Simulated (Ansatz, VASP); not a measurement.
**One calculation of SrGaI3, two programs**

INCAR

```
SYSTEM = SrGaI3
  ALGO = Fast
  EDIFF = 1E-6
  EDIFFG = -0.04
  ENCUT = 600
  GGA = PE
  IBRION = 2
  ISIF = 3
  ISMEAR = 0
  LASPH = .True.
  LCHARG = .False.
  LREAL = .False.
  LWAVE = .False.
  NELM = 80
  NSW = 90
  PREC = Accurate
  SIGMA = 0.1
```

Contents of KPOINTS:

```
k-points
0
Gamma
  4 4 4
  0 0 0
```

The input POSCAR:

```
SrGaI3
1.0
    5.4414103600      0.0000000000      0.0000000000
    0.0000000000      5.4414103600      0.0000000000
    0.0000000000      0.0000000000      5.4414103600
Sr Ga I
1 1 3
Direct
    0.5000000000      0.5000000000      0.5000000000
    0.0000000000      0.0000000000      0.0000000000
    0.5000000000      0.0000000000      0.0000000000
    0.0000000000      0.5000000000      0.0000000000
    0.0000000000      0.0000000000      0.5000000000
```

Input for Ansatz:

```yaml
crystal:
  lattice:
    - [5.44141036, 0.0, 0.0]
    - [0.0, 5.44141036, 0.0]
    - [0.0, 0.0, 5.44141036]
  atoms:
    - { symbol: Sr, position: [0.5, 0.5, 0.5] }
    - { symbol: Ga, position: [0.0, 0.0, 0.0] }
    - { symbol: I, position: [0.5, 0.0, 0.0] }
    - { symbol: I, position: [0.0, 0.5, 0.0] }
    - { symbol: I, position: [0.0, 0.0, 0.5] }
basis:
  ecutwfc: 420
kpoints:
  mp_grid: { grid: [4, 4, 4] }
hamiltonian:
  xc: pbe
scf:
  occupations: { method: gaussian, width: 0.1 }
  lower_state_search: "off"
output:
  forces: true
  stress: true
  eigenvalues: true
relax:
  adjacent_minimum: "off"
  f_tol: 0.04
  max_steps: 70
  cell: { stress_tol: 0.4 }
```

Alike in both runs: task relaxation of cell and atoms; functional PBE; k mesh 4 × 4 × 4; occupations gaussian, width 0.1 eV; no spin polarisation.

```csv
,VASP,Ansatz
version,VASP 6.6.1,Ansatz 0.2.0
potentials or method,"VASP PAW PBE potentials, release 64 (Sr_sv, Ga_d, I)","scalar-relativistic, plane waves, PAW"
plane-wave cutoff (eV),600,420
valence electrons in the cell,44,74
```

Ansatz gave:

```
gap on the k mesh at the Fermi level, each at its own relaxed structure (eV) : none
relaxed volume (Å³/atom)                                                     : 41.04
relaxed cell length with the largest relative difference (Å)                 : 5.898
energy change over the relaxation (meV/atom)                                 : -159
```

**Question.** What did VASP give for the same quantities?

**Answer.** gap on the k mesh at the Fermi level, each at its own relaxed structure (eV): none; relaxed volume (Å³/atom): 41.36; relaxed cell length with the largest relative difference (Å): 5.913; energy change over the relaxation (meV/atom): -160.

A gap of «none» marks a metal or a gap that the smearing closes. The two sets of potentials don't hold the same shells in valence.

Caveats: the volume moved by over 15 % at a fixed basis, so the end points are rough. The runs have no spin-orbit coupling, so splittings on I are missing.
